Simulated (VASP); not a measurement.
A run of VASP 6.6.1:

INCAR

```
SYSTEM = SrPb7Se8
ALGO = Normal
EDIFF = 1E-7
EDIFFG = -0.005
ENCUT = 600
GGA = PS
IBRION = 2
ISIF = 3
ISMEAR = 0
KPAR = 4
LASPH = .TRUE.
LCHARG = .FALSE.
LREAL = .FALSE.
LWAVE = .FALSE.
NELM = 80
NSW = 90
PREC = Accurate
SIGMA = 0.03
```

Contents of KPOINTS:

```
k-points
0
G
  4 4 4
  0 0 0
```

Contents of POSCAR:

```
SrPb7Se8                                
1.0
    0.0000000000      6.1207309892     -6.1207309892
   -6.1207309892      0.0000000000     -6.1207309892
   -6.1207309892      6.1207309892     -0.0000000000
  Sr              Pb              Se            
     1     7     8
Direct
     0.5000000000000000    0.5000000000000000    0.0000000000000000
     1.0000000000000000    0.5000000000000000    0.0000000000000000
     0.5000000000000000    0.0000000000000000    0.0000000000000000
     1.0000000000000000    0.0000000000000000    0.0000000000000000
     0.5000000000000000    0.5000000000000000    0.5000000000000000
     1.0000000000000000    0.5000000000000000    0.5000000000000000
     0.5000000000000000    0.0000000000000000    0.5000000000000000
     1.0000000000000000    0.0000000000000000    0.5000000000000000
     0.7500000000000000    0.7500000000000000    0.2500000000000000
     0.2496382570015739    0.7503617429984261    0.2503617429984260
     0.7503617429984261    0.2496382570015739    0.2503617429984260
     0.2496382570015739    0.2496382570015739    0.2503617429984260
     0.7503617429984261    0.7503617429984261    0.7496382570015739
     0.2496382570015739    0.7503617429984261    0.7496382570015739
     0.7503617429984261    0.2496382570015739    0.7496382570015739
     0.2500000000000000    0.2500000000000000    0.7500000000000000
```

Potentials or basis: VASP PAW PBE potentials, release 64 (Sr_sv, Pb_d, Se).

Run with:

```bash
$ cat potpaw_PBE.64/Sr_sv/POTCAR potpaw_PBE.64/Pb_d/POTCAR potpaw_PBE.64/Se/POTCAR > POTCAR
$ mpirun -np 4 vasp_std > vasp.out
```

Hardware: 4 MPI ranks on Intel(R) Xeon(R) 6975P-C (Granite Rapids) (shared host).

**Question.** Estimate the wall time of this run.

**Answer.** Run time: 2.3 min on 4 MPI ranks on Intel(R) Xeon(R) 6975P-C (Granite Rapids) (shared host), peak memory 0.92 GiB a rank. Counts: scf iterations 16, k points 8, ion steps 1.
